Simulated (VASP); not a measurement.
Input for VASP

**INCAR**
```
! general
SYSTEM  = SnSe
PREC    = Accurate
ENCUT   = 300   ! plane-wave cut-off (eV)
LREAL   = F
LASPH   = T

! electronic loop
EDIFF   = 1E-6
NELM    = 100   ! most electronic steps
ALGO    = Normal
LMAXMIX = 4   ! l cut-off of mixed one-centre charges

! smearing
ISMEAR  = -1   ! Fermi-Dirac
SIGMA   = 0.1

! ions
ISIF    = 2   ! forces and stress, cell fixed

! output
LWAVE   = F
LCHARG  = F
```

**POSCAR**
```
SnSe
1
    0.0000000000     3.0104350000     3.0104350000
    3.0104350000     0.0000000000     3.0104350000
    3.0104350000     3.0104350000     0.0000000000
Sn Se
1 1
Direct
  0.0000000000   0.0000000000   0.0000000000
  0.5000000000   0.5000000000   0.5000000000
```

### KPOINTS
```
K-points
0
Gamma
 7 7 7
```

POTCAR, in this order: Sn_d Se (LDA.64 set). Program: vasp_std.

### Question
Translate this LDA calculation to Quantum ESPRESSO's pw.x.

### Answer
One equivalent input (not run):
```
&CONTROL
  calculation = 'scf'
  pseudo_dir = './pseudo'
  outdir = './out'
  tprnfor = .true.
  tstress = .true.
/
&SYSTEM
  ibrav = 0
  nat = 2
  ntyp = 2
  ecutwfc = 86
  occupations = 'smearing'
  smearing = 'fermi-dirac'
  degauss = 0.00735
  input_dft = 'pz'
/
&ELECTRONS
  conv_thr = 7.3e-08
  electron_maxstep = 100
/
ATOMIC_SPECIES
  Sn 118.710 Sn.upf
  Se 78.971 Se.upf
CELL_PARAMETERS angstrom
     0.0000000    3.0104350    3.0104350
     3.0104350    0.0000000    3.0104350
     3.0104350    3.0104350    0.0000000
ATOMIC_POSITIONS crystal
  Sn   0.0000000  0.0000000  0.0000000
  Se   0.5000000  0.5000000  0.5000000
K_POINTS automatic
  7 7 7 0 0 0
```
The two are equivalent in intent, not identical: the potentials are each code's own (VASP's PAW set, PseudoDojo norm-conserving files in pw.x), so ENCUT and ecutwfc are chosen apart and not converted; conv_thr bounds pw.x's estimated SCF error, while EDIFF bounds the energy change between steps.

The structure comes from a computed database's SnSe entry; how it stands against other phases isn't given here. The cell was not relaxed at this level. The run is one of a series of settings (GGA removed, POTCAR Sn_d Se (LDA.64 set) against the base run), some of them coarse on purpose.
